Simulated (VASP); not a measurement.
Here is the system:

```xyz
3
Lattice="0.0000 2.8548 2.8548 2.8548 0.0000 2.8548 2.8548 2.8548 0.0000" Properties=species:S:1:pos:R:3 pbc="T T T"
Li     1.4274     1.4274     1.4274
Li     4.2823     4.2823     4.2823
S      2.8548     0.0000     2.8548
```

The numbers are results of PBE GGA, VASP's PBE PAW potentials (set 64) (plane waves; VASP), not measurements. Settings: 520 eV cut-off, 6×6×6 Γ-centred mesh, Gaussian smearing of 0.050 eV, potentials Li_sv S.

Task: Estimate the energy per atom (σ→0), band gap (on the k-mesh) with the smallest direct gap where there is one.

Result: 
* **band gap (on the k-mesh)**: 3.39 eV
* **smallest direct gap (on the k-mesh)**: 4.24 eV
* **energy per atom (σ→0)**: -385.8 kJ/mol-atom

Only differences to runs with the same potentials and settings are physical.

The compound is Li2S in the antifluorite structure. It was relaxed first.
